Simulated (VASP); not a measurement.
Input for VASP

INCAR:
```
SYSTEM = AgI
PREC = Accurate; ENCUT = 520; LREAL = .FALSE.
LASPH = .TRUE.
EDIFF = 1E-7; NELM = 100; ALGO = Normal
LMAXMIX = 4
ISMEAR = 0; SIGMA = 0.05
GGA = CX; LUSE_VDW = .TRUE.; AGGAC = 0.0
ISIF = 2
LWAVE = .FALSE.; LCHARG = .FALSE.
```

### KPOINTS
```
Automatic mesh
0
Gamma
7 7 7
0 0 0
```

POSCAR:
```
AgI
1
    0.0000000000     3.2419954446     3.2419954446
    3.2419954446     0.0000000000     3.2419954446
    3.2419954446     3.2419954446     0.0000000000
Ag I
1 1
Direct
  1.0000000000   1.0000000000   0.0000000000
  0.2500000000   0.2500000000   0.2500000000
```

POTCAR, in this order: Ag I (PBE.64 set). Program: vasp_std.

Task: Write an equivalent input for Quantum ESPRESSO's pw.x.

Result: One equivalent input (not run):
```
&CONTROL
  calculation = 'scf'
  pseudo_dir = './pseudo'
  outdir = './out'
  tprnfor = .true.
  tstress = .true.
/
&SYSTEM
  ibrav = 0
  nat = 2
  ntyp = 2
  ecutwfc = 82
  occupations = 'smearing'
  smearing = 'gaussian'
  degauss = 0.003675
  input_dft = 'vdw-df-cx'
/
&ELECTRONS
  conv_thr = 7.3e-09
  electron_maxstep = 100
/
ATOMIC_SPECIES
  Ag 107.868 Ag.upf
  I 126.904 I.upf
CELL_PARAMETERS angstrom
     0.0000000    3.2419954    3.2419954
     3.2419954    0.0000000    3.2419954
     3.2419954    3.2419954    0.0000000
ATOMIC_POSITIONS crystal
  Ag   1.0000000  1.0000000  0.0000000
  I    0.2500000  0.2500000  0.2500000
K_POINTS automatic
  7 7 7 0 0 0
```
The two are equivalent in intent, not identical: the potentials are each code's own (VASP's PAW set, PseudoDojo norm-conserving files in pw.x), so ENCUT and ecutwfc are chosen apart and not converted; conv_thr bounds pw.x's estimated SCF error, while EDIFF bounds the energy change between steps.

The compound is AgI in the zinc blende structure, whereas wurtzite is the usual form. It was relaxed first.
